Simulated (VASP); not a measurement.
```
GeSe
1.0
    0.00000     2.97108     2.97108
    2.97108     0.00000     2.97108
    2.97108     2.97108     0.00000
Se Ge
1 1
Direct
  0.25000   0.25000   0.25000
  0.00000   0.00000   0.00000
```

Computed with PBE GGA, VASP's PBE PAW potentials (set 64) (plane waves; VASP 6.6.1). Settings: 300 eV cut-off, 5×5×5 Γ-centred mesh, Fermi-Dirac smearing of 0.050 eV, potentials Se Ge_d.

At this cut-off the stress carries a Pulay error, which pulls relaxed volumes low.

Problem. Predict the energy per atom (σ→0), pressure, band gap (on the k-mesh) with the smallest direct gap where there is one.

Solution. 
The band gap (on the k-mesh) comes out as none (metal, semimetal or under 0.01 eV) and the energy per atom (σ→0) is -3.849 eV/atom. The pressure is 88.1 kbar.

Total energies compare only between runs with the same potentials, cut-off and functional.

The structure was generated: GeSe was put into an ordered model structure, which need not be its known phase. The cell was not relaxed at this level. The k-mesh is coarse (spacing up to 0.37 per Å, 2π included), so the numbers may not be converged in it.
